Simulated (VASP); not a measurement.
Energy against volume of TiCo (CsCl type). The numbers are results of PBE GGA with D3 dispersion (Becke-Johnson damping), VASP's PBE PAW potentials (set 64) (plane waves; VASP), not measurements. Run with 520 eV cut-off, 12×12×12 Γ-centred mesh, first-order Methfessel-Paxton smearing of 0.10 eV, potentials Ti_sv Co.

```
V (Å³/atom)  E (eV/atom)
-----------  -----------
12.213          -8.36892
12.591          -8.37566
12.969          -8.36887
13.347          -8.35045
```

**Question.** Fit these four points and predict the energy of the run at 11.836 Å³/atom.

**Answer.** A cubic in V^(−2/3), the third-order Birch-Murnaghan form, passes through the four points with V0 = 12.58 Å³/atom and B0 = 191 GPa, and gives -8.3465 eV/atom there. The run gave -8.3464 eV/atom, +0.0 meV/atom from the fit; all five points give B0 = 192 GPa.

The compound is TiCo in the CsCl type structure. It was relaxed first, which changed the volume by -6 %. The run is not spin-polarised, so no magnetic state was tried.
